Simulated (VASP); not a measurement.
The input files of a VASP run:

**KPOINTS**
```
Automatic mesh
0
Gamma
9 9 9
0 0 0
```

**INCAR**
```
# general
SYSTEM =SrO
PREC   =Accurate
ENCUT  =620   # plane-wave cut-off (eV)
LREAL  =.FALSE.
LASPH  =.TRUE.   # aspherical one-centre terms

# electronic loop
EDIFF  =1E-6
NELM   =100
ALGO   =Normal
LMAXMIX=4   # l cut-off of mixed one-centre charges

# smearing
ISMEAR =0
SIGMA  =0.05

# functional
GGA    =PS

# ions
IBRION =2
NSW    =40   # most ionic steps
ISIF   =3   # ions, shape and volume
EDIFFG =-0.02   # ionic stop
PSTRESS=450   # kbar

# output
LWAVE  =.FALSE.
LCHARG =.FALSE.
```

File POSCAR:
```
SrO
1
    0.0000000000     2.5426140587     2.5426140587
    2.5426140587     0.0000000000     2.5426140587
    2.5426140587     2.5426140587     0.0000000000
Sr O
1 1
Direct
  0.0000000000   0.0000000000   0.0000000000
  0.2500000000   0.2500000000   0.2500000000
```

POTCAR, in this order: Sr_sv O (PBE.64 set). Program: vasp_std.

Task: Translate this PBEsol calculation to Ansatz.

Result: One equivalent input (not run):
Ansatz 0.2 input:
```yaml
crystal:
  lattice:
    - [0.0000000, 2.5426141, 2.5426141]
    - [2.5426141, 0.0000000, 2.5426141]
    - [2.5426141, 2.5426141, 0.0000000]
  atoms:
    - { symbol: Sr, position: [0.0000000, 0.0000000, 0.0000000] }
    - { symbol: O, position: [0.2500000, 0.2500000, 0.2500000] }
kpoints:
  mp_grid: { grid: [9, 9, 9] }
hamiltonian:
  xc: pbesol
  pseudopotentials: { kind: paw }
scf:
  occupations: { method: gaussian, width: 0.05 }
  max_iter: 100
relax:
  max_steps: 40
  f_tol: 0.02
  cell: { p_target: 45 }
output: { forces: true, stress: true, eigenvalues: true }
```
What does not carry over: each code has its own PAW files, so the cut-off isn't converted (ENCUT is set for VASP's; basis.ecutwfc is left out, and Ansatz then takes the one that its files recommend); Ansatz stops its SCF on the density residual and VASP on the energy change (EDIFF).

The structure was generated: SrO was put into the zinc blende type (F-43m), which need not be its known phase. This run relaxes it under an external pressure of 45 GPa. Symmetry was kept, so distortions that lower it aren't found.
